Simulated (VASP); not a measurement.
Given:

```xyz
8
Lattice="2.8257 0.0000 0.0000 -1.4128 2.4471 0.0000 0.0000 0.0000 12.6039" Properties=species:S:1:pos:R:3 pbc="T T T"
Al     1.4128     0.8157     3.1510
Al     0.0000     1.6314     9.4529
Cr     0.0000     1.6314     5.2299
Cr     1.4128     0.8157     7.3740
Cr     1.4128     0.8157    11.5318
Cr     0.0000     1.6314     1.0721
C      0.0000     0.0000     6.3019
C      0.0000     0.0000     0.0000
```

Method: PBE GGA, VASP's PBE PAW potentials (set 64) (plane waves; VASP). Run with 560 eV cut-off, 13×13×3 Γ-centred mesh, first-order Methfessel-Paxton smearing of 0.10 eV, potentials Al Cr_pv C.

### Question
The ions, cell shape and volume are relaxed. Give the cell that the relaxation ends in.

### Answer

```xyz
8
Lattice="2.8405 0.0000 0.0000 -1.4202 2.4599 0.0000 0.0000 0.0000 12.6927" Properties=species:S:1:pos:R:3 pbc="T T T"
Al     1.4202     0.8200     3.1732
Al     0.0000     1.6399     9.5195
Cr     0.0000     1.6399     5.2735
Cr     1.4202     0.8200     7.4192
Cr     1.4202     0.8200    11.6199
Cr     0.0000     1.6399     1.0728
C      0.0000     0.0000     6.3463
C      0.0000     0.0000     0.0000
```
Space group P6_3/mmc (194), at a tolerance of 0.03 Å.

### Question
How do energy and volume change from the first to the last step?

### Answer
The energy (σ→0) changes by -2.0 meV/atom and the volume by +1.8 %, in 5 ionic steps.

The structure comes from a computed database's AlCr2C entry; how it stands against other phases isn't given here. This run relaxes it. Symmetry was kept, so distortions that lower it aren't found. The run is one of a series of settings (EDIFF = 1E-09, EDIFFG = -0.005, ENCUT = 560, IBRION = 2, ISIF = 3, NSW = 50, KPOINTS 13×13×3 Γ-centred mesh against the base run), some of them coarse on purpose. The run is not spin-polarised, so no magnetic state was tried.
